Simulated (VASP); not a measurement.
Here is the system:

```yaml
crystal:
  lattice:
    - [0.00000, 2.94176, 2.94176]
    - [2.94176, 0.00000, 2.94176]
    - [2.94176, 2.94176, 0.00000]
  atoms:
    - { symbol: Ca, position: [0.00000, 0.00000, 0.00000] }
    - { symbol: Se, position: [0.50000, 0.50000, 0.50000] }
```

These are r2SCAN meta-GGA, VASP's PBE PAW potentials (set 64) (plane waves; VASP) values and carry that method's errors. Run with 520 eV cut-off, 8×8×8 Γ-centred mesh, Gaussian smearing of 0.050 eV, potentials Ca_sv Se.

**Question.** What does the run give for the energy per atom (σ→0), pressure, band gap (on the k-mesh) with the smallest direct gap where there is one?

**Answer.** 
The band gap (on the k-mesh) is 2.45 eV and the smallest direct gap (on the k-mesh) is 3.42 eV. The energy per atom (σ→0) is -12.985 eV/atom and the pressure is 1.69 GPa.

The compound is CaSe in the rock salt structure. This cell is one point of a volume scan, at 0.97 of the reference volume.
